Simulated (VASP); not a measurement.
Method: LDA (Ceperley-Alder, Perdew-Zunger), VASP's LDA PAW potentials (set 64) (plane waves; VASP).

The input files of a VASP run:

**INCAR**
```
ALGO = Normal
EDIFF = 1E-8
ENCUT = 300
IBRION = 8
ISIF = 2
ISMEAR = 0
LASPH = T
LCHARG = F
LEPSILON = F
LMAXMIX = 6
LREAL = F
LWAVE = F
NELM = 100
NSW = 1
PREC = Accurate
SIGMA = 0.05
SYSTEM = PIr2
```

POSCAR:
```
PIr2
1
    0.0000000000     2.7787450000     2.7787450000
    2.7787450000     0.0000000000     2.7787450000
    2.7787450000     2.7787450000     0.0000000000
P Ir
1 2
Direct
  0.0000000000   0.0000000000   0.0000000000
  0.2500000000   0.2500000000   0.2500000000
  0.7500000000   0.7500000000   0.7500000000
```

KPOINTS:
```
kpoints
0
G
  10 10 10
0 0 0
```

POTCAR, in this order: P Ir (LDA.64 set). Program: vasp_std.

Output

OSZICAR:
```
       N       E                     dE             d eps       ncg     rms          rms(c)
DAV:   1     0.133698286719E+03    0.13370E+03   -0.74565E+03  1410   0.920E+02
DAV:   2    -0.195901953861E+02   -0.15329E+03   -0.14797E+03  1452   0.338E+02
DAV:   3    -0.289365486216E+02   -0.93464E+01   -0.91227E+01  1935   0.760E+01
DAV:   4    -0.291098018605E+02   -0.17325E+00   -0.17314E+00  1571   0.127E+01
DAV:   5    -0.291149957426E+02   -0.51939E-02   -0.51936E-02  2038   0.174E+00    0.240E+01
DAV:   6    -0.281380422082E+02    0.97695E+00   -0.37790E+00  2150   0.218E+01    0.950E+00
DAV:   7    -0.280287057705E+02    0.10934E+00   -0.90459E-02  1711   0.259E+00    0.473E+00
DAV:   8    -0.279987271670E+02    0.29979E-01   -0.38598E-02  1578   0.130E+00    0.711E-01
DAV:   9    -0.279981921364E+02    0.53503E-03   -0.36918E-03  1749   0.462E-01    0.367E-01
DAV:  10    -0.279980491002E+02    0.14304E-03   -0.47970E-04  1875   0.281E-01    0.382E-02
DAV:  11    -0.279980413966E+02    0.77036E-05   -0.29153E-05  1728   0.559E-02    0.278E-02
DAV:  12    -0.279980413530E+02    0.43620E-07   -0.12195E-06  1948   0.908E-03    0.394E-03
DAV:  13    -0.279980412870E+02    0.65910E-07   -0.22222E-07  1969   0.358E-03    0.122E-03
DAV:  14    -0.279980412867E+02    0.39631E-09   -0.14889E-08  1220   0.107E-03
   1 F= -.27998041E+02 E0= -.27997941E+02  d E =-.201483E-03
 Linear response reoptimize wavefunctions
DAV:   1    -0.279980412860E+02    0.69508E-09   -0.42473E-09  1790   0.425E-04
DAV:   2    -0.279980412860E+02   -0.24329E-10   -0.14413E-10   782   0.121E-04
 Linear response DOF=           2
 Linear response progress:
  Degree of freedom:   1/  2
       N       E                     dE             d eps       ncg     rms          rms(c)
RMM:   1    -0.494243451983E-01   -0.49424E-01    0.12002E-01  7694   0.198E+00
RMM:   2    -0.486732604213E-01    0.75108E-03   -0.27042E-03  4022   0.678E-01    0.226E-01
RMM:   3    -0.489358976242E-01   -0.26264E-03   -0.70887E-04  4819   0.190E-01    0.117E-01
RMM:   4    -0.491243994635E-01   -0.18850E-03   -0.15630E-04  4616   0.834E-02    0.205E-02
RMM:   5    -0.491037078555E-01    0.20692E-04   -0.81504E-06  4853   0.219E-02    0.649E-03
RMM:   6    -0.490862641761E-01    0.17444E-04   -0.11240E-06  4947   0.730E-03    0.284E-03
RMM:   7    -0.490908267412E-01   -0.45626E-05   -0.66020E-08  4625   0.207E-03    0.129E-03
RMM:   8    -0.490905928997E-01    0.23384E-06    0.13815E-08  4973   0.690E-04    0.286E-04
RMM:   9    -0.490904810444E-01    0.11186E-06    0.30636E-08  5026   0.231E-04    0.225E-04
RMM:  10    -0.490902290795E-01    0.25196E-06    0.35935E-08  4955   0.124E-04    0.108E-05
RMM:  11    -0.490902415945E-01   -0.12515E-07    0.40402E-08  5170   0.666E-05    0.736E-06
RMM:  12    -0.490902328536E-01    0.87409E-08    0.30563E-08  5168   0.500E-05    0.707E-07
 Linear response progress:
  Degree of freedom:   2/  2
       N       E                     dE             d eps       ncg     rms          rms(c)
RMM:   1    -0.206149636247E+00   -0.20615E+00   -0.21247E-01  8988   0.323E+00
RMM:   2    -0.196254190554E+00    0.98954E-02   -0.76642E-03  7394   0.967E-01    0.186E-01
RMM:   3    -0.196512760501E+00   -0.25857E-03   -0.10596E-03  8203   0.206E-01    0.114E-01
RMM:   4    -0.196892899908E+00   -0.38014E-03   -0.32157E-04  8104   0.128E-01    0.112E-02
RMM:   5    -0.196872056947E+00    0.20843E-04   -0.96130E-06  8361   0.301E-02    0.822E-03
RMM:   6    -0.196867022283E+00    0.50347E-05   -0.25564E-06  7716   0.113E-02    0.117E-03
RMM:   7    -0.196860093722E+00    0.69286E-05   -0.77149E-07  8451   0.366E-03    0.798E-04
RMM:   8    -0.196859006470E+00    0.10873E-05   -0.14034E-07  7561   0.127E-03    0.482E-04
RMM:   9    -0.196858237927E+00    0.76854E-06   -0.37462E-07  8235   0.100E-03    0.144E-04
RMM:  10    -0.196857771639E+00    0.46629E-06   -0.28610E-07  8066   0.400E-04    0.485E-05
RMM:  11    -0.196857475253E+00    0.29639E-06    0.23415E-07  8829   0.180E-04    0.100E-05
RMM:  12    -0.196857477582E+00   -0.23290E-08   -0.45661E-07  8582   0.110E-04    0.482E-06
RMM:  13    -0.196857457810E+00    0.19772E-07   -0.46744E-07  8877   0.933E-05    0.983E-07
RMM:  14    -0.196857461074E+00   -0.32636E-08   -0.44490E-07  6187   0.880E-05    0.447E-07
RMM:  15    -0.196857462658E+00   -0.15839E-08   -0.42804E-07  4872   0.873E-05    0.703E-08
 Linear response finished
```

**OUTCAR**
```
------------------------ aborting loop because EDIFF is reached ----------------------------------------

   1 f  =    9.521697 THz    59.826584 2PiTHz  317.609609 cm-1    39.378555 meV
             X         Y         Z           dx          dy          dz
      0.000000  0.000000  0.000000     0.000000   -0.000000    0.961911
      1.389372  1.389372  1.389372    -0.000000   -0.000000   -0.193296
      4.168117  4.168117  4.168117     0.000000    0.000000   -0.193296

   2 f  =    9.521697 THz    59.826584 2PiTHz  317.609609 cm-1    39.378555 meV
             X         Y         Z           dx          dy          dz
      0.000000  0.000000  0.000000    -0.359638    0.892151    0.000000
      1.389372  1.389372  1.389372     0.072269   -0.179278   -0.000000
      4.168117  4.168117  4.168117     0.072269   -0.179278   -0.000000

   3 f  =    9.521697 THz    59.826584 2PiTHz  317.609609 cm-1    39.378555 meV
             X         Y         Z           dx          dy          dz
      0.000000  0.000000  0.000000    -0.892151   -0.359638    0.000000
      1.389372  1.389372  1.389372     0.179278    0.072269   -0.000000
      4.168117  4.168117  4.168117     0.179278    0.072269    0.000000

   4 f  =    5.397882 THz    33.915892 2PiTHz  180.053959 cm-1    22.323836 meV
             X         Y         Z           dx          dy          dz
      0.000000  0.000000  0.000000    -0.000000    0.000000    0.000000
      1.389372  1.389372  1.389372     0.139772   -0.044211    0.691744
      4.168117  4.168117  4.168117    -0.139772    0.044211   -0.691744

   5 f  =    5.397882 THz    33.915892 2PiTHz  180.053959 cm-1    22.323836 meV
             X         Y         Z           dx          dy          dz
      0.000000  0.000000  0.000000     0.000000    0.000000    0.000000
      1.389372  1.389372  1.389372     0.198390    0.678698    0.003291
      4.168117  4.168117  4.168117    -0.198390   -0.678698   -0.003291

   6 f  =    5.397882 THz    33.915892 2PiTHz  180.053959 cm-1    22.323836 meV
             X         Y         Z           dx          dy          dz
      0.000000  0.000000  0.000000     0.000000   -0.000000    0.000000
      1.389372  1.389372  1.389372    -0.664158    0.193429    0.146560
      4.168117  4.168117  4.168117     0.664158   -0.193429   -0.146560

   7 f/i=    0.002993 THz     0.018807 2PiTHz    0.099843 cm-1     0.012379 meV
             X         Y         Z           dx          dy          dz
      0.000000  0.000000  0.000000    -0.142722    0.233109    0.004226
      1.389372  1.389372  1.389372    -0.355117    0.580016    0.010515
      4.168117  4.168117  4.168117    -0.355117    0.580016    0.010515

   8 f/i=    0.002993 THz     0.018807 2PiTHz    0.099843 cm-1     0.012379 meV
             X         Y         Z           dx          dy          dz
      0.000000  0.000000  0.000000    -0.011932   -0.012251    0.272827
      1.389372  1.389372  1.389372    -0.029689   -0.030483    0.678842
      4.168117  4.168117  4.168117    -0.029689   -0.030483    0.678842

   9 f/i=    0.002993 THz     0.018807 2PiTHz    0.099843 cm-1     0.012379 meV
             X         Y         Z           dx          dy          dz
      0.000000  0.000000  0.000000    -0.232841   -0.142258   -0.016571
      1.389372  1.389372  1.389372    -0.579351   -0.353962   -0.041232
      4.168117  4.168117  4.168117    -0.579351   -0.353962   -0.041232

 ELASTIC MODULI CONTR FROM IONIC RELAXATION (kBar)
 Direction    XX          YY          ZZ          XY          YZ          ZX
 --------------------------------------------------------------------------------
 XX          -0.0000     -0.0000     -0.0000      0.0000     -0.0000      0.0000
 YY          -0.0000     -0.0000     -0.0000      0.0000     -0.0000      0.0000
 ZZ          -0.0000     -0.0000     -0.0000      0.0000     -0.0000      0.0000
 XY           0.0000      0.0000      0.0000     -3.5623      0.0000     -0.0000
 YZ          -0.0000     -0.0000     -0.0000      0.0000     -3.5623      0.0000
 ZX           0.0000      0.0000      0.0000     -0.0000      0.0000     -3.5623
 --------------------------------------------------------------------------------
```
(Selected blocks of OUTCAR.)

At this cut-off the stress carries a Pulay error, which pulls relaxed volumes low.

The structure comes from a computed database's PIr2 entry (Fm-3m); how it stands against other phases isn't given here. The cell was not relaxed at this level. The run is one of a series of settings (EDIFF = 1E-8, IBRION = 8, LEPSILON = .FALSE., NSW = 1 against the base run), some of them coarse on purpose. The electron count is odd and the run is not spin-polarised, which forces a metal.
